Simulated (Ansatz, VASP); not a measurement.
# B7Sb2P5H6 (h-BP hexagonal flake, H-capped, Sb on P sites) in two plane-wave programs, part 2 of 2

One calculation is typed for both programs; each brings its own data sets. How far apart do they land? Of the first pair: The structure shown is the start of the Ansatz relaxation below; VASP solves that cell, so the two are compared at the walk's first step.

VASP 6.6.1 and Ansatz 0.2.0.

So far: The structure; Ansatz: relaxation, PBE.

## Step 3: VASP: single point, PBE, start cell, pair 1

Level of this step: PBE, zero-moment start; plane waves and PAW (P, B, Sb, H) (VASP).

The same cell, functional, mesh and smearing now go to VASP, with its own data sets.

Lines of VASP's logs that name or quote its potential files are left out, and so is its time.

Contents of INCAR:

```
SYSTEM = B7Sb2P5H6
PREC = Accurate
ENCUT = 420
EDIFF = 1E-06
NELM = 200
ISMEAR = -1
SIGMA = 0.05
LREAL = Auto
ALGO = Normal
GGA = PE
NBANDS = 136
ISPIN = 2
MAGMOM = -0 -0 -0 -0 0 0 0 0 -0 -0 -0 0 0 0 0 0 0 0 0 0 0 -0 -0 -0 -0 0 0 0 0 -0 -0 -0 -0 -0 -0 -0 -0 -0 -0 0 0 -0 0 -0 -0 -0 -0 -0 0 -0 0 0 -0 0 0 0 0 0 0 0
LORBIT = 11
LWAVE = .FALSE.
LCHARG = .FALSE.
ISIF = 2
LASPH = .TRUE.
GGA_COMPAT = .FALSE.
NCORE = 2
```

Contents of POSCAR:

```
B7Sb2P5H6
1.0
   27.4363500000      0.0000000000      0.0000000000
    0.0000000000     25.2995100000      0.0000000000
    0.0000000000      0.0000000000     10.0000000000
P B Sb H
15 21 6 18
Direct
    0.2601803811      0.4359017230      0.5002000000
    0.2598304804      0.5650899958      0.5007000000
    0.4607901561      0.4358898651      0.5001500000
    0.3607586286      0.5007883552      0.5007700000
    0.4623902232      0.5624219600      0.5001800000
    0.3604706894      0.6269607593      0.5009900000
    0.4618216344      0.6916892857      0.4975200000
    0.3597307951      0.7542794307      0.5014000000
    0.5630996834      0.2466609037      0.5036900000
    0.6643595085      0.3096502660      0.5011700000
    0.5624691331      0.3727107758      0.4997100000
    0.6643412845      0.4377397033      0.5005200000
    0.6647495020      0.5642006505      0.5012500000
    0.6636305485      0.6907999404      0.5020000000
    0.7664211894      0.4999582996      0.5016400000
    0.2241187330      0.5000808316      0.4998200000
    0.3268291883      0.3110218340      0.4995800000
    0.4284899413      0.2467004302      0.5000400000
    0.3274816074      0.4343799544      0.4989100000
    0.4283514389      0.3735013050      0.5035000000
    0.3272592746      0.5638014333      0.5007100000
    0.4280306965      0.5007685920      0.5017900000
    0.3270588107      0.6898315422      0.5042500000
    0.4290184372      0.6250911579      0.5028400000
    0.4276807957      0.7542003778      0.4987900000
    0.5286417472      0.3098913773      0.4975900000
    0.6317203272      0.2456885529      0.4996800000
    0.5296695807      0.4363918511      0.4993200000
    0.6308492201      0.3719083887      0.4983500000
    0.5313789917      0.5634417425      0.4976500000
    0.6310715529      0.5001796477      0.5008500000
    0.5288385664      0.6910212886      0.4997100000
    0.6328210567      0.6249607206      0.4955700000
    0.6309294057      0.7533387010      0.4999700000
    0.7316898932      0.4370282270      0.5022300000
    0.7323787603      0.5630899571      0.4983500000
    0.3603504110      0.2452419039      0.4995500000
    0.4624485400      0.3090494638      0.5024600000
    0.3607987214      0.3745408508      0.5020300000
    0.5628190339      0.4995788456      0.4997300000
    0.5635006114      0.6288817451      0.5007900000
    0.5625383843      0.7550106702      0.5032900000
    0.2329282138      0.3859481863      0.4987500000
    0.1819702694      0.4997883358      0.5002600000
    0.2329610170      0.6132015996      0.5001300000
    0.2841012015      0.3109309232      0.4986400000
    0.3339802853      0.1964109186      0.4984000000
    0.4502603298      0.2042015834      0.5044600000
    0.2841084911      0.6890291551      0.4974700000
    0.3344796228      0.8010787561      0.4961700000
    0.4509382626      0.7952486036      0.4955200000
    0.5373491736      0.1971619213      0.4998500000
    0.6546388277      0.2050909286      0.5001800000
    0.7163999584      0.3088597368      0.5017300000
    0.7173184480      0.6906695031      0.4994000000
    0.5380307512      0.8035610176      0.5020800000
    0.6526086743      0.7942406790      0.5002100000
    0.7535914945      0.3964108396      0.4997300000
    0.7529609441      0.6048615171      0.4980400000
    0.8172588555      0.5001085001      0.5024900000
```

Contents of KPOINTS:

```
Automatic mesh
0
Gamma
1 1 1
0 0 0
```

PAW data sets: P, B, Sb and H (PBE family, release 64).

Run with:

```bash
mpirun -np 8 vasp_gam
```

Numbers of over 12 decimals in the logs are rounded to 6 here.

What it wrote:

```text
[banner, memory and clock lines left out]
running    8 mpi-ranks, on    1 nodes
[...]
LDA part: xc-table for (Slater+PW92), standard interpolation
 POSCAR, INCAR and KPOINTS ok, starting setup
[...]
entering main loop
       N       E                     dE             d eps       ncg     rms          rms(c)
DAV:   1     0.158090443836E+04    0.15809E+04   -0.47960E+04   608   0.774E+02
DAV:   2     0.790593231063E+02   -0.15018E+04   -0.14128E+04   880   0.158E+02
DAV:   3    -0.291552013368E+03   -0.37061E+03   -0.36848E+03   696   0.920E+01
DAV:   4    -0.311829105032E+03   -0.20277E+02   -0.20126E+02   656   0.270E+01
[...]
DAV:  28    -0.276569613929E+03   -0.77405E-05   -0.47977E-08   424   0.506E-04    0.343E-04
DAV:  29    -0.276569620306E+03   -0.63767E-05   -0.11496E-07   448   0.542E-04    0.461E-04
DAV:  30    -0.276569621200E+03   -0.89432E-06    0.10169E-08   456   0.245E-04
   1 F= -.27656962E+03 E0= -.27656962E+03  d E =-.798665E-06  mag=    -0.0000
```

Parts of OUTCAR (step 3):

```text
  FREE ENERGIE OF THE ION-ELECTRON SYSTEM (eV)
  ---------------------------------------------------
  free  energy   TOTEN  =      -276.5696212002 eV

  energy  without entropy=     -276.5696204015  energy(sigma->0) =     -276.56962080

 magnetization (x)
# of ion       s       p       d       tot
------------------------------------------
    1       -0.000  -0.000   0.000  -0.000
    2       -0.000  -0.000   0.000  -0.000
    3       -0.000  -0.000   0.000  -0.000
    4       -0.000  -0.000   0.000  -0.000
    5       -0.000  -0.000   0.000  -0.000
    6        0.000   0.000   0.000   0.000
    7        0.000   0.000   0.000   0.000
    8       -0.000   0.000   0.000   0.000
    9       -0.000  -0.000   0.000  -0.000
   10       -0.000   0.000   0.000   0.000
   11        0.000  -0.000   0.000  -0.000
   12        0.000   0.000   0.000   0.000
   13       -0.000  -0.000   0.000  -0.000
[...]
--------------------------------------------------
tot         -0.000   0.000   0.000   0.000

[... 2 further parts left out ...]
[key lines of the parts left out:]
E-fermi :  -3.1990
```

## Step 4: Differences

Known differences besides the potentials themselves: the data sets hold 246 valence electrons in Ansatz (on its default PAW (the set named soft_2) files) and 186 in VASP. Total energies have different zeros and are not compared.

Forces on 7 of the 60 atoms, those with the largest forces and the largest differences (eV/Å; atoms numbered as in POSCAR):

```tsv
atom	Ansatz x, y, z	VASP x, y, z
B18	2.252, -7.674, 0.066	2.337, -7.962, 0.064
B19	-5.952, 10.550, -0.106	-6.227, 10.997, -0.114
B26	9.135, -0.679, -0.070	9.570, -0.672, -0.079
B28	-4.581, -6.647, -0.002	-4.770, -6.986, -0.002
B30	-7.738, 1.238, -0.080	-8.071, 1.289, -0.087
B32	-6.886, 1.589, -0.123	-7.239, 1.646, -0.128
H56	-3.819, 7.141, -0.073	-4.034, 7.539, -0.075
```

The forces differ by 104 meV/Å r.m.s., which is 4.6 % of the r.m.s. force of 2.259 eV/Å (both taken over all components). Moments aren't recorded for both runs of this pair, so they may hold unlike magnetic states. With vacuum in the cell, a pressure given here is an average over mostly empty space and none of the material.

## Step 5: Ansatz: relaxation, PBE

This run makes the geometry at which the two programs are then compared.

The structure compared here is the end of the Ansatz relaxation.

Contents of input.yaml:

```yaml
crystal:
  lattice:
    - [27.43635, 0.0, 0.0]
    - [0.0, 25.29951, 0.0]
    - [0.0, 0.0, 10.0]
  atoms:
    - { symbol: P, position: [0.26018, 0.4359, 0.5002] }
    - { symbol: B, position: [0.22412, 0.50008, 0.49982] }
    - { symbol: P, position: [0.25983, 0.56509, 0.5007] }
    - { symbol: B, position: [0.32683, 0.31102, 0.49958] }
    - { symbol: Sb, position: [0.36035, 0.24524, 0.49955], spin: 0.6 }
    - { symbol: B, position: [0.42849, 0.2467, 0.50004] }
    - { symbol: Sb, position: [0.46245, 0.30905, 0.50246] }
    - { symbol: B, position: [0.32748, 0.43438, 0.49891] }
    - { symbol: Sb, position: [0.3608, 0.37454, 0.50203] }
    - { symbol: B, position: [0.42835, 0.3735, 0.5035] }
    - { symbol: P, position: [0.46079, 0.43589, 0.50015] }
    - { symbol: B, position: [0.32726, 0.5638, 0.50071] }
    - { symbol: P, position: [0.36076, 0.50079, 0.50077] }
    - { symbol: B, position: [0.42803, 0.50077, 0.50179] }
    - { symbol: P, position: [0.46239, 0.56242, 0.50018] }
    - { symbol: B, position: [0.32706, 0.68983, 0.50425] }
    - { symbol: P, position: [0.36047, 0.62696, 0.50099] }
    - { symbol: B, position: [0.42902, 0.62509, 0.50284] }
    - { symbol: P, position: [0.46182, 0.69169, 0.49752] }
    - { symbol: P, position: [0.35973, 0.75428, 0.5014] }
    - { symbol: B, position: [0.42768, 0.7542, 0.49879] }
    - { symbol: B, position: [0.52864, 0.30989, 0.49759] }
    - { symbol: P, position: [0.5631, 0.24666, 0.50369] }
    - { symbol: B, position: [0.63172, 0.24569, 0.49968] }
    - { symbol: P, position: [0.66436, 0.30965, 0.50117] }
    - { symbol: B, position: [0.52967, 0.43639, 0.49932] }
    - { symbol: P, position: [0.56247, 0.37271, 0.49971] }
    - { symbol: B, position: [0.63085, 0.37191, 0.49835] }
    - { symbol: P, position: [0.66434, 0.43774, 0.50052] }
    - { symbol: B, position: [0.53138, 0.56344, 0.49765] }
    - { symbol: Sb, position: [0.56282, 0.49958, 0.49973] }
    - { symbol: B, position: [0.63107, 0.50018, 0.50085] }
    - { symbol: P, position: [0.66475, 0.5642, 0.50125] }
    - { symbol: B, position: [0.52884, 0.69102, 0.49971] }
    - { symbol: Sb, position: [0.5635, 0.62888, 0.50079] }
    - { symbol: B, position: [0.63282, 0.62496, 0.49557] }
    - { symbol: P, position: [0.66363, 0.6908, 0.502] }
    - { symbol: Sb, position: [0.56254, 0.75501, 0.50329], spin: 0.6 }
    - { symbol: B, position: [0.63093, 0.75334, 0.49997] }
    - { symbol: B, position: [0.73169, 0.43703, 0.50223] }
    - { symbol: B, position: [0.73238, 0.56309, 0.49835] }
    - { symbol: P, position: [0.76642, 0.49996, 0.50164] }
    - { symbol: H, position: [0.23293, 0.38595, 0.49875] }
    - { symbol: H, position: [0.18197, 0.49979, 0.50026] }
    - { symbol: H, position: [0.23296, 0.6132, 0.50013] }
    - { symbol: H, position: [0.2841, 0.31093, 0.49864] }
    - { symbol: H, position: [0.33398, 0.19641, 0.4984] }
    - { symbol: H, position: [0.45026, 0.2042, 0.50446] }
    - { symbol: H, position: [0.28411, 0.68903, 0.49747] }
    - { symbol: H, position: [0.33448, 0.80108, 0.49617] }
    - { symbol: H, position: [0.45094, 0.79525, 0.49552] }
    - { symbol: H, position: [0.53735, 0.19716, 0.49985] }
    - { symbol: H, position: [0.65464, 0.20509, 0.50018] }
    - { symbol: H, position: [0.7164, 0.30886, 0.50173] }
    - { symbol: H, position: [0.71732, 0.69067, 0.4994] }
    - { symbol: H, position: [0.53803, 0.80356, 0.50208] }
    - { symbol: H, position: [0.65261, 0.79424, 0.50021] }
    - { symbol: H, position: [0.75359, 0.39641, 0.49973] }
    - { symbol: H, position: [0.75296, 0.60486, 0.49804] }
    - { symbol: H, position: [0.81726, 0.50011, 0.50249] }
magnetization:
  spin_polarized: true
kpoints:
  mp_grid: { grid: [1, 1, 1] }
hamiltonian:
  xc: pbe
scf:
  occupations: { method: fermi_dirac, width: 0.05 }
  lower_state_search: "off"
output:
  forces: true
relax:
  f_tol: 0.05
  max_steps: 76
```

Run with:

```bash
ansatz run input.yaml --threads 4 --pin off --max-ram 8192MiB --backend cpu --events-out ev --progress --plain --runs-dir out
```

What it wrote:

```text
[...]
Crystal: 60 atoms, lattice volume = 6941.262 Å³
Basis set: ecut = 420 eV, 135723 PW (Γ), exchange–correlation on 384×360×144 points (8 copies of the dense FFT grid, shifted against one another)
Bands: 184, of which v1, the nominal top of the filled ones, is band 123 counted from 1 (122 counted from 0)
Symmetry: 1 space group operations
[...]
k-points: 1
[...]
Starting moments: Σ|m| = 1.2 μB on 2 of 60 sites
[...]
- { symbol: H, position: [0.175952, 0.512387, 0.463037] }
    - { symbol: H, position: [0.236097, 0.615944, 0.464888] }
    - { symbol: H, position: [0.272729, 0.301260, 0.467381] }
    - { symbol: H, position: [0.329601, 0.184268, 0.403017] }
    - { symbol: H, position: [0.450487, 0.191329, 0.481512] }
    - { symbol: H, position: [0.281021, 0.692686, 0.460342] }
    - { symbol: H, position: [0.332736, 0.801880, 0.474168] }
[...]
- { symbol: H, position: [0.660778, 0.792721, 0.437230] }
    - { symbol: H, position: [0.758667, 0.393928, 0.501361] }
    - { symbol: H, position: [0.763084, 0.602272, 0.525253] }
    - { symbol: H, position: [0.819172, 0.496021, 0.523377] }
```

## Step 6: VASP: single point, PBE, relaxed cell, pair 2

The same cell, functional, mesh and smearing now go to VASP, with its own data sets.

INCAR is that of step 3.

Contents of POSCAR:

```
B7Sb2P5H6
1.0
   27.4363500000      0.0000000000      0.0000000000
    0.0000000000     25.2995100000      0.0000000000
    0.0000000000      0.0000000000     10.0000000000
P B Sb H
15 21 6 18
Direct
    0.2517700000      0.4456700000      0.4732200000
    0.2589800000      0.5667700000      0.4429800000
    0.4584900000      0.4328600000      0.5353400000
    0.3559200000      0.5008500000      0.5053700000
    0.4569400000      0.5633500000      0.5343400000
    0.3581900000      0.6300900000      0.5013900000
    0.4583100000      0.6942300000      0.5358000000
    0.3585000000      0.7539600000      0.4890200000
    0.5797000000      0.2446000000      0.5348300000
    0.6648900000      0.3125200000      0.4320400000
    0.5649400000      0.3693000000      0.5018000000
    0.6694200000      0.4374300000      0.4765800000
    0.6722700000      0.5647300000      0.4961000000
    0.6692600000      0.6933900000      0.5004400000
    0.7686200000      0.4980000000      0.4975100000
    0.2193700000      0.5091100000      0.4664400000
    0.3138500000      0.2982900000      0.5070500000
    0.4265500000      0.2287500000      0.5145400000
    0.3166000000      0.4412000000      0.5160900000
    0.4252000000      0.3704000000      0.5657500000
    0.3246800000      0.5660600000      0.4857900000
    0.4241300000      0.4983400000      0.5219700000
    0.3239600000      0.6925800000      0.4798600000
    0.4250400000      0.6290400000      0.5287400000
    0.4242400000      0.7569000000      0.5149800000
    0.5396500000      0.3024800000      0.5335200000
    0.6424500000      0.2461000000      0.4738500000
    0.5252400000      0.4291100000      0.4999100000
    0.6324500000      0.3745900000      0.4712500000
    0.5239800000      0.5642400000      0.5273300000
    0.6381200000      0.5017800000      0.4790000000
    0.5252100000      0.7006100000      0.5576100000
    0.6392700000      0.6287200000      0.5222500000
    0.6379000000      0.7567700000      0.4833900000
    0.7365300000      0.4345100000      0.4945300000
    0.7395900000      0.5630100000      0.5090300000
    0.3476600000      0.2210900000      0.5381000000
    0.4638100000      0.2962300000      0.6010900000
    0.3465600000      0.3678000000      0.5985200000
    0.5606900000      0.5007500000      0.4243100000
    0.5655700000      0.6291800000      0.6107200000
    0.5667500000      0.7752500000      0.5769800000
    0.2236300000      0.4018000000      0.5141400000
    0.1759500000      0.5123900000      0.4630400000
    0.2361000000      0.6159400000      0.4648900000
    0.2727300000      0.3012600000      0.4673800000
    0.3296000000      0.1842700000      0.4030200000
    0.4504900000      0.1913300000      0.4815100000
    0.2810200000      0.6926900000      0.4603400000
    0.3327400000      0.8018800000      0.4741700000
    0.4455400000      0.7980500000      0.5197500000
    0.5563800000      0.1949900000      0.5447300000
    0.6672600000      0.2076300000      0.4617300000
    0.7160700000      0.3177600000      0.4267800000
    0.7143200000      0.6902900000      0.4318500000
    0.5428900000      0.8143200000      0.4528500000
    0.6607800000      0.7927200000      0.4372300000
    0.7586700000      0.3939300000      0.5013600000
    0.7630800000      0.6022700000      0.5252500000
    0.8191700000      0.4960200000      0.5233800000
```

KPOINTS is that of step 3.

Run with:

```bash
mpirun -np 8 vasp_gam
```

What it wrote:

```text
[... set-up lines as in an earlier step ...]
 entering main loop
       N       E                     dE             d eps       ncg     rms          rms(c)
DAV:   1     0.147071384225E+04    0.14707E+04   -0.47673E+04   600   0.774E+02
DAV:   2     0.408307168853E+02   -0.14299E+04   -0.13567E+04   864   0.156E+02
DAV:   3    -0.299925658060E+03   -0.34076E+03   -0.33890E+03   688   0.885E+01
DAV:   4    -0.318602633299E+03   -0.18677E+02   -0.18534E+02   656   0.260E+01
[...]
DAV:  30    -0.295142045431E+03   -0.22343E-05   -0.11157E-08   448   0.446E-04    0.363E-04
DAV:  31    -0.295142046541E+03   -0.11098E-05   -0.40684E-09   416   0.334E-04    0.269E-04
DAV:  32    -0.295142047067E+03   -0.52577E-06    0.17760E-08   448   0.186E-04
   1 F= -.29514205E+03 E0= -.29514205E+03  d E =-.101290E-05  mag=    -0.0000
```

OUTCAR, selected parts (step 6):

```text
  FREE ENERGIE OF THE ION-ELECTRON SYSTEM (eV)
  ---------------------------------------------------
  free  energy   TOTEN  =      -295.1420470670 eV

  energy  without entropy=     -295.1420460541  energy(sigma->0) =     -295.14204656

 magnetization (x)
# of ion       s       p       d       tot
------------------------------------------
    1       -0.000  -0.000   0.000  -0.000
    2       -0.000  -0.000   0.000  -0.000
    3        0.000  -0.000   0.000  -0.000
    4        0.000  -0.000   0.000  -0.000
    5       -0.000  -0.000   0.000  -0.000
    6        0.000  -0.000   0.000   0.000
    7        0.000  -0.000   0.000  -0.000
    8       -0.000  -0.000   0.000  -0.000
    9       -0.000  -0.000   0.000  -0.000
   10        0.000   0.000   0.000   0.000
   11       -0.000  -0.000   0.000  -0.000
   12        0.000   0.000   0.000   0.000
   13        0.000  -0.000   0.000  -0.000
[...]
--------------------------------------------------
tot          0.000  -0.000   0.000  -0.000

[... 1 part as in an earlier step ...]

[... 1 further part left out ...]
[key lines of the parts left out:]
E-fermi :  -3.4547
```

## Step 7: Comparison

What differs besides the data sets and the points named for the pairs above, as far as they apply: the data sets hold 246 valence electrons in Ansatz (on its default PAW (the set named soft_2) files) and 186 in VASP. Total energies have different zeros and are not compared.

Forces on 7 of the 60 atoms, those with the largest forces and the largest differences (eV/Å; atoms numbered as in POSCAR):

```tsv
atom	Ansatz x, y, z	VASP x, y, z
B30	-0.001, 0.001, 0.000	-0.097, 0.003, 0.009
B31	0.002, -0.002, 0.000	0.088, -0.002, 0.017
B33	0.001, -0.007, -0.008	0.079, -0.005, -0.038
Sb37	-0.003, -0.004, 0.001	-0.003, 0.000, 0.099
Sb42	0.001, 0.001, -0.002	0.020, -0.003, 0.101
H47	0.003, 0.003, 0.001	-0.028, -0.056, -0.082
H56	0.001, -0.002, 0.001	-0.039, 0.060, -0.073
```

The forces differ by 28 meV/Å r.m.s., where the r.m.s. force is 0.003 eV/Å in Ansatz and 0.028 eV/Å in VASP: the atoms lie near their places of rest in Ansatz, so a percentage would say little (all taken over all components). With vacuum in the cell, a pressure given here is an average over mostly empty space and none of the material.

## Step 8: What came out

| Property | Result |
| --- | --- |
| r.m.s. force difference (single point, PBE, start cell, pair 1) | 4.6 % of the r.m.s. force |
| r.m.s. force difference (single point, PBE, relaxed cell, pair 2) | 28 meV/Å |

What this shows: The r.m.s. force difference is 28 meV/Å (single point, PBE, relaxed cell, pair 2), beyond the 12 meV/Å picked in this series as the mark of a large difference. The data sets hold unlike numbers of valence electrons (246 in Ansatz and 186 in VASP), so part of the differences comes from the potentials. What causes the difference of the single point, PBE, start cell, pair 1 pair stays open here. What causes the difference of the single point, PBE, relaxed cell, pair 2 pair stays open here. Such differences can come from data sets, numerical settings and the points named under the comparisons, not from the functional's error against experiment.

[Lines on the potential files, build, host, timing and source positions are cut from VASP's logs without a mark.]

[Logs are printed without paths, hosts, clocks, repeated set-up lines and the standing remarks that a program may print on its own settings, such as how far it seeks lower states.]

[Hosts, paths, dates, database ids (printed as entryN), source tags and the programs' standing remarks are cut or masked in the printed files.]
